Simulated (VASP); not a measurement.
A convergence study with VASP on SiC (wurtzite): one setting is varied, all else stays as given below, so the limit is that of these other settings. Each run relaxes cell and ions from the cell shown. The basis is that of the starting cell, so low cut-offs carry a Pulay error.

```
CELL_PARAMETERS angstrom
      1.54000    -2.66736     0.00000
      1.54000     2.66736     0.00000
      0.00000     0.00000     5.05000
ATOMIC_POSITIONS crystal
  Si 0.66667 0.33333 0.50000
  Si 0.33333 0.66667 0.00000
  C  0.66667 0.33333 0.87500
  C  0.33333 0.66667 0.37500
```

These are LDA (Ceperley-Alder, Perdew-Zunger), VASP's LDA PAW potentials (set 64) (plane waves; VASP) values and carry that method's errors. The tightest run used: 800 eV cut-off, 7×7×4 Γ-centred mesh, Gaussian smearing of 0.050 eV, potentials Si C.

**Question.** The settings run are ENCUT = 250; ENCUT = 300; ENCUT = 350; ENCUT = 400; ENCUT = 450; ENCUT = 500; ENCUT = 550; ENCUT = 600; ENCUT = 650; ENCUT = 700; ENCUT = 750; ENCUT = 800. From which on does the relaxed volume stay within 0.02 Å³/atom of the tightest run?

**Answer.** From ENCUT = 450 on: it is off by 0.000 there and by no more than 0.02 in any finer run, while ENCUT = 400 is off by 0.036.
```json
[
 {"setting": "ENCUT = 250", "relaxed volume (Å³/atom)": "9.587", "E (eV/atom)": "-8.3777", "plane waves": "382", "difference judged (Å³/atom)": "0.573"},
 {"setting": "ENCUT = 300", "relaxed volume (Å³/atom)": "9.863", "E (eV/atom)": "-8.3443", "plane waves": "525", "difference judged (Å³/atom)": "0.298"},
 {"setting": "ENCUT = 350", "relaxed volume (Å³/atom)": "10.034", "E (eV/atom)": "-8.3287", "plane waves": "628", "difference judged (Å³/atom)": "0.126"},
 {"setting": "ENCUT = 400", "relaxed volume (Å³/atom)": "10.125", "E (eV/atom)": "-8.3226", "plane waves": "766", "difference judged (Å³/atom)": "0.036"},
 {"setting": "ENCUT = 450", "relaxed volume (Å³/atom)": "10.161", "E (eV/atom)": "-8.3196", "plane waves": "917", "difference judged (Å³/atom)": "0.000"},
 {"setting": "ENCUT = 500", "relaxed volume (Å³/atom)": "10.166", "E (eV/atom)": "-8.3183", "plane waves": "1099", "difference judged (Å³/atom)": "0.006"},
 {"setting": "ENCUT = 550", "relaxed volume (Å³/atom)": "10.162", "E (eV/atom)": "-8.3186", "plane waves": "1228", "difference judged (Å³/atom)": "0.002"},
 {"setting": "ENCUT = 600", "relaxed volume (Å³/atom)": "10.158", "E (eV/atom)": "-8.3195", "plane waves": "1404", "difference judged (Å³/atom)": "0.003"},
 {"setting": "ENCUT = 650", "relaxed volume (Å³/atom)": "10.156", "E (eV/atom)": "-8.3206", "plane waves": "1581", "difference judged (Å³/atom)": "0.004"},
 {"setting": "ENCUT = 700", "relaxed volume (Å³/atom)": "10.157", "E (eV/atom)": "-8.3214", "plane waves": "1762", "difference judged (Å³/atom)": "0.004"},
 {"setting": "ENCUT = 750", "relaxed volume (Å³/atom)": "10.158", "E (eV/atom)": "-8.3219", "plane waves": "1948", "difference judged (Å³/atom)": "0.002"},
 {"setting": "ENCUT = 800", "relaxed volume (Å³/atom)": "10.160", "E (eV/atom)": "-8.3223", "plane waves": "2146", "difference judged (Å³/atom)": "0.000"}
]
```

Left out are rungs that failed or repeat a setting and relaxations that didn't move; long series are thinned to 24 rows.

The compound is SiC in the wurtzite structure, the rare 2H polytype.
